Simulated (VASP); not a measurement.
A convergence study with VASP on W (bcc): a few settings are varied, all else stays as given below, so the limit is that of these other settings. The cell's lengths are 1 % over those of the tabulated start, so it is off equilibrium.

```
CELL_PARAMETERS angstrom
     -1.59580     1.59580     1.59580
      1.59580    -1.59580     1.59580
      1.59580     1.59580    -1.59580
ATOMIC_POSITIONS crystal
  W  0.00000 0.00000 0.00000
```

Method: LDA (Ceperley-Alder, Perdew-Zunger), VASP's LDA PAW potentials (set 64) (plane waves; VASP). The last row used: 550 eV cut-off, 14×14×14 Γ-centred mesh, first-order Methfessel-Paxton smearing of 0.10 eV, potentials W_sv.

```csv
setting,E (eV/atom),pressure (GPa),electronic steps
"ALGO = Normal, EDIFF = 1E-2",-14.0599,-14.47,8
"ALGO = Normal, EDIFF = 1E-3",-14.0598,-14.79,9
"ALGO = Normal, EDIFF = 1E-4",-14.0598,-14.79,9
"ALGO = Normal, EDIFF = 1E-5",-14.0598,-14.14,10
"ALGO = Normal, EDIFF = 1E-6",-14.0598,-14.13,11
"ALGO = Normal, EDIFF = 1E-7",-14.0598,-14.12,12
"ALGO = Normal, EDIFF = 1E-8",-14.0598,-14.12,12
"ALGO = Normal, EDIFF = 1E-9",-14.0598,-14.12,13
"ALGO = Fast, EDIFF = 1E-2",-14.0599,-16.26,8
"ALGO = Fast, EDIFF = 1E-3",-14.0598,-13.90,9
"ALGO = Fast, EDIFF = 1E-4",-14.0598,-14.74,10
"ALGO = Fast, EDIFF = 1E-5",-14.0598,-13.95,11
"ALGO = Fast, EDIFF = 1E-6",-14.0598,-14.09,13
"ALGO = Fast, EDIFF = 1E-7",-14.0598,-14.12,14
"ALGO = Fast, EDIFF = 1E-8",-14.0598,-14.12,16
"ALGO = Fast, EDIFF = 1E-9",-14.0598,-14.12,17
"ALGO = All, EDIFF = 1E-2",-14.0579,-15.13,10
"ALGO = All, EDIFF = 1E-3",-14.0596,-13.96,12
"ALGO = All, EDIFF = 1E-4",-14.0597,-13.98,13
"ALGO = All, EDIFF = 1E-5",-14.0598,-14.15,16
"ALGO = All, EDIFF = 1E-6",-14.0598,-14.11,18
"ALGO = All, EDIFF = 1E-7",-14.0598,-14.12,20
"ALGO = All, EDIFF = 1E-8",-14.0598,-14.12,21
"ALGO = All, EDIFF = 1E-9",-14.0598,-14.12,24
```

Left out are rungs that failed or repeat a setting and relaxations that didn't move; long series are thinned to 24 rows.

The compound is W in the bcc structure. The cell was not relaxed at this level.
